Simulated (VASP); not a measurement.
Given:

```
PbO
1.0
    3.91901     0.00000     0.00000
    0.00000     3.91901     0.00000
    0.00000     0.00000     5.20708
Pb O
2 2
Direct
  0.50000   0.00000   0.77742
  0.00000   0.50000   0.22258
  0.50000   0.50000   0.00000
  0.00000   0.00000   0.00000
```

All values below come from AM05 GGA, VASP's PBE PAW potentials (set 64) (plane waves; VASP 6.6.1). Numerical set-up: 520 eV cut-off, 6×6×4 Γ-centred mesh, Gaussian smearing of 0.050 eV, potentials Pb_d O.

Without a dispersion term in the relaxation, distances and binding between the weakly bound layers, chains or molecules are unreliable, and so is what depends on them.

Q: The ions and cell shape at fixed volume are relaxed. What does this cell relax into?

A: 
```
PbO
1.0
    3.98369     0.00000     0.00000
    0.00000     3.98369     0.00000
    0.00000     0.00000     5.03937
Pb O
2 2
Direct
  0.50000   0.00000   0.76496
  0.00000   0.50000   0.23504
  0.50000   0.50000   0.00000
  0.00000   0.00000   0.00000
```
Space group P4/nmm (129), at a tolerance of 0.03 Å.

Q: How much energy does the relaxation gain?

A: The energy (σ→0) changes by -15.9 meV/atom, in 7 ionic steps.

| step | E(σ→0) (eV) | max force (eV/Å) | pressure (GPa) | volume (Å³) |
|---|---|---|---|---|
| 1 | -21.8748 | 0.925 | 5.32 | 79.97 |
| 2 | -21.9242 | 0.144 | 2.54 | 79.97 |
| 3 | -21.9261 | 0.039 | 1.92 | 79.97 |
| 4 | -21.9323 | 0.015 | 1.70 | 79.97 |
| 5 | -21.9383 | 0.023 | 1.22 | 79.97 |
| 6 | -21.9384 | 0.029 | 1.15 | 79.97 |
| 7 | -21.9385 | 0.008 | 1.01 | 79.97 |

The compound is PbO in the litharge structure. This cell is one point of a volume scan, at 0.94 of the reference volume. Symmetry was kept, so distortions that lower it aren't found.
